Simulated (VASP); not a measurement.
```xyz
2
Lattice="3.0565 0.0000 0.0000 0.0000 3.0565 0.0000 0.0000 0.0000 3.6144" Properties=species:S:1:pos:R:3 pbc="T T T"
Hf     1.5282     1.5282     0.0000
Ir     0.0000     0.0000     1.8072
```

These are PBEsol GGA, VASP's PBE PAW potentials (set 64) (plane waves; VASP 6.6.1) values and carry that method's errors. Run with 400 eV cut-off, Gaussian smearing of 0.050 eV, potentials Hf_pv Ir.

Unless said otherwise, spin-orbit coupling is left out, though it shifts the bands of the heavy elements here.

Problem. Estimate the band gap (along the path) with the smallest direct gap where there is one.

Solution. 
| Property | Value |
|---|---|
| band gap (along the path) | none (metal, semimetal or under 0.01 eV) |

Total energies compare only between runs with the same potentials, cut-off and functional.

The structure comes from a computed database's HfIr entry (P4/mmm); how it stands against other phases isn't given here. It was relaxed first. The electron count is odd and the run is not spin-polarised, which forces a metal.
